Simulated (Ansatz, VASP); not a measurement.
# Cross-check of Bi8Te3Se9 between VASP and Ansatz, part 2 of 2

Aim: how closely do two programs agree when they are given the same cell, functional and k mesh? The cell is generated by rule, not measured, and may not be a known phase. Of the first pair: The structure shown is the start of the Ansatz relaxation below; VASP solves that cell, so the two are compared at the walk's first step.

VASP 6.6.1 and Ansatz 0.2.0.

So far. Step 3 (VASP: single point, PBEsol with D3(BJ), start cell …): The run ends at a pressure of -4.91 GPa, with forces up to 1.1 eV/Å.

## Step 6: VASP: single point, PBEsol with D3(BJ), relaxed cell, pair 2

Level of this step: PBEsol with D3(BJ); plane waves and PAW (Bi_d, Se, Te); invented cell (VASP).

The same cell, functional, mesh and smearing now go to VASP, with its own data sets.

The input, INCAR:

```
SYSTEM = Bi8Te3Se9
PREC = Accurate
ENCUT = 500
EDIFF = 1E-06
NELM = 120
ISMEAR = -1
SIGMA = 0.02
LREAL = Auto
ALGO = Normal
GGA = PS
IVDW = 12
NBANDS = 224
LORBIT = 11
LWAVE = .FALSE.
LCHARG = .FALSE.
ISIF = 2
LASPH = .TRUE.
GGA_COMPAT = .FALSE.
KPAR = 4
```

The input, POSCAR:

```
Bi8Te3Se9
1.0
   -0.0036348479     -2.3786533402      9.4092999168
   10.3516555345      3.5851426014      0.0003545273
   -2.0716063357     10.7591090729      0.0145266897
Bi Se Te
16 18 6
Direct
    0.2050559718      0.0524068261      0.2431534468
    0.2060459266      0.9273775376      0.6366512775
    0.2050138510      0.8083125085      0.9974605632
    0.2119601088      0.6706428055      0.3747849621
    0.2019627375      0.5505611311      0.7454003280
    0.2127683663      0.4170495278      0.1345441456
    0.1964957559      0.3029707472      0.4997716471
    0.2059323491      0.1728648454      0.8743466866
    0.7931307408      0.0797235397      0.3738001241
    0.8020853998      0.9519748558      0.7500423754
    0.7862329228      0.8290169941      0.1223680567
    0.7935885654      0.6940354271      0.5033365215
    0.7815219063      0.5776278759      0.8665835297
    0.7912896110      0.4469506286      0.2498862290
    0.7912618106      0.3219904554      0.6187988847
    0.7893876396      0.1948883180      0.0035775687
    0.9948917863      0.0010685147      0.9987786752
    0.9955114304      0.7470053149      0.7520399179
    0.9939932656      0.5015127863      0.4953787129
    0.9968225487      0.2483918406      0.2505161898
    0.9985797096      0.1274889238      0.6243937098
    0.6211844368      0.0259230773      0.1376884607
    0.6350003342      0.9015900318      0.5072336723
    0.6259819011      0.7860715481      0.8778910820
    0.6292361436      0.6507760923      0.2592880843
    0.6215533841      0.5180391482      0.6264239185
    0.6271315471      0.3985112400      0.0059156108
    0.6206243111      0.2766475849      0.3770846042
    0.6313081794      0.1504556919      0.7582702911
    0.3802336296      0.9781329923      0.8729525069
    0.3693789116      0.8491766086      0.2412849895
    0.3762401691      0.4679795911      0.3741809812
    0.3658346905      0.3488156419      0.7410045853
    0.3763340547      0.2213355297      0.1136477261
    0.0017411836      0.8740168481      0.3776187432
    0.9968688758      0.6246118103      0.1190224931
    0.9945886546      0.3746723733      0.8771237207
    0.3878897521      0.1009026577      0.4975943293
    0.3958941165      0.7283451859      0.6233638939
    0.3894433206      0.6001349425      0.9967967545
```

The input, KPOINTS:

```
Automatic mesh
0
Gamma
2 2 2
0 0 0
```

Potentials, in the order of the species: Bi_d, Se and Te (PBE family, release 64).

Launch:

```sh
> mpirun -np 4 vasp_std
```

The log of the run:

```text
[banner, memory and clock lines left out]
running    4 mpi-ranks, on    1 nodes
[...]
[... a notice as in an earlier step ...]

 LDA part: xc-table for (Slater+PW92), standard interpolation
 POSCAR, INCAR and KPOINTS ok, starting setup
[...]
entering main loop
       N       E                     dE             d eps       ncg     rms          rms(c)
DAV:   1     0.441348895945E+04    0.44135E+04   -0.16962E+05  3584   0.174E+03
DAV:   2     0.576536436554E+03   -0.38370E+04   -0.37349E+04  3712   0.473E+02
DAV:   3    -0.111413412904E+03   -0.68795E+03   -0.65425E+03  4168   0.212E+02
DAV:   4    -0.172749029079E+03   -0.61336E+02   -0.59468E+02  4160   0.577E+01
[...]
DAV:  14    -0.171804677598E+03    0.21634E-05   -0.18298E-05  3336   0.119E-02    0.868E-03
DAV:  15    -0.171804676500E+03    0.10984E-05   -0.53515E-06  3384   0.502E-03    0.384E-03
DAV:  16    -0.171804676293E+03    0.20719E-06   -0.17105E-06  2480   0.306E-03
   1 F= -.18846953E+03 E0= -.18846699E+03  d E =-.508027E-02
```

OUTCAR, selected parts (step 6):

```text
 Edisp (eV)  -16.66485

  Total       0.33972     0.30825     0.32764    -0.02387    -0.04148     0.03614
  in kB       0.48675     0.44167     0.46945    -0.03420    -0.05943     0.05178
  external pressure =        0.47 kB  Pullay stress =        0.00 kB

 POSITION                                       TOTAL-FORCE (eV/Angst)
 -----------------------------------------------------------------------------------
      0.03803      2.31624      1.93298        -0.001376      0.007220     -0.010292
      8.28025      9.68447      1.94833         0.002854     -0.000869     -0.020883
      6.30028     13.14205      1.94381        -0.003596     -0.007099     -0.013602
      6.16509      5.93252      2.00008        -0.000395      0.005281     -0.017313
      4.15431      9.51328      1.91135         0.004020     -0.006317     -0.013702
      4.03766      2.43665      2.00410        -0.000408      0.001008     -0.020978
      2.10020      5.99590      1.85625         0.005331     -0.000057     -0.018993
     -0.02261      9.53709      1.95044        -0.001394     -0.001452     -0.015744
      0.04802      2.42099      7.46826         0.003770     -0.000948      0.010665
      8.29781      9.57487      7.55830         0.001792      0.000319      0.005788
      8.32534      2.41854      7.39997        -0.000173      0.000342      0.024826
      6.13882      6.01600      7.47467        -0.001175      0.000958      0.013685
      4.18134      9.53558      7.36637         0.001463      0.004724      0.015742
      4.10614      2.40873      7.44927         0.000783      0.002556      0.013611
[...]
-----------------------------------------------------------------------------------
    total drift:                                0.001510      0.020884     -0.008061

  FREE ENERGIE OF THE ION-ELECTRON SYSTEM (eV)
  ---------------------------------------------------
  free  energy   TOTEN  =      -188.4695287610 eV

  energy  without entropy=     -188.4644484940  energy(sigma->0) =     -188.46698863

[... 1 part as in an earlier step ...]

[... 2 further parts left out ...]
[key lines of the parts left out:]
E-fermi :   6.0573
```

The run ends at a pressure of 0.05 GPa, with forces up to 0.029 eV/Å.

## Step 7: Differences

What differs besides the data sets and the points named for the pairs above, as far as they apply: the data sets hold 624 valence electrons in Ansatz (on its PAW soft_1 files) and 384 in VASP; the cutoff is 420 eV in Ansatz and 500 eV in VASP (PREC = Accurate, projectors in real space). Total energies have different zeros and are not compared.

Compared:

```
              quantity  Ansatz   VASP  difference
        pressure (GPa)    0.00   0.05       -0.05
gap on the k mesh (eV)   0.062  0.054      +0.008
```

The largest component of a force difference here is 23 meV/Å. A gap on the mesh is an upper bound, since the band edges may lie between its points; neither run holds spin-orbit coupling, which can move the band edges of a compound of Bi.

## Step 8: What came out

```
r.m.s. force difference (single point, PBEsol with D3(BJ), start cell, pair 1)           : 1.4 % of the r.m.s. force
difference in gap on the k mesh (single point, PBEsol with D3(BJ), relaxed cell, pair 2) : 0.0081 eV
r.m.s. force difference (single point, PBEsol with D3(BJ), relaxed cell, pair 2)         : 9.3 meV/Å
```

What this shows: The r.m.s. force difference is 9.3 meV/Å (single point, PBEsol with D3(BJ), relaxed cell, pair 2), within the 12 meV/Å picked in this series as the mark of a large difference. The data sets hold unlike numbers of valence electrons (624 in Ansatz and 384 in VASP), so part of the differences may come from the potentials. How closely two codes agree says nothing of how well the functional describes the real material.

[Lines on the potential files, build, host, timing and source positions are cut from VASP's logs without a mark.]

[Logs are printed without paths, hosts, clocks, repeated set-up lines and the standing remarks that a program may print on its own settings, such as how far it seeks lower states.]

[Hosts, paths, dates, database ids (printed as entryN), source tags and the programs' standing remarks are cut or masked in the printed files.]
